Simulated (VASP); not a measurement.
Data:

```yaml
crystal:
  lattice:
    - [6.43855, 0.00000, 0.00000]
    - [0.00000, 6.43855, 0.00000]
    - [0.00000, 0.00000, 4.20609]
  atoms:
    - { symbol: Ca, position: [0.50000, 0.50000, 0.50000] }
    - { symbol: Ca, position: [0.00000, 0.00000, 0.00000] }
    - { symbol: Cl, position: [0.69680, 0.69680, 0.00000] }
    - { symbol: Cl, position: [0.30320, 0.30320, 0.00000] }
    - { symbol: Cl, position: [0.80320, 0.19680, 0.50000] }
    - { symbol: Cl, position: [0.19680, 0.80320, 0.50000] }
```

Computed with LDA (Ceperley-Alder, Perdew-Zunger), VASP's LDA PAW potentials (set 64) (plane waves; VASP). Settings: 300 eV cut-off, 5×5×8 Γ-centred mesh, Fermi-Dirac smearing of 0.050 eV, potentials Ca_sv Cl.

At this cut-off the stress carries a Pulay error, which pulls relaxed volumes low.

Problem. Predict the energy per atom (σ→0), pressure, largest force, band gap (on the k-mesh) with the smallest direct gap where there is one.

Solution. 
```
Property                                     Result
-----------------------------------  --------------
band gap (on the k-mesh)                    5.05 eV
smallest direct gap (on the k-mesh)         5.05 eV
energy per atom (σ→0)                -4.646 eV/atom
pressure                                  -3.46 GPa
largest force                            0.092 eV/Å
```

Total energies compare only between runs with the same potentials, cut-off and functional.

The structure comes from a computed database's CaCl2 entry; how it stands against other phases isn't given here. The cell was not relaxed at this level.
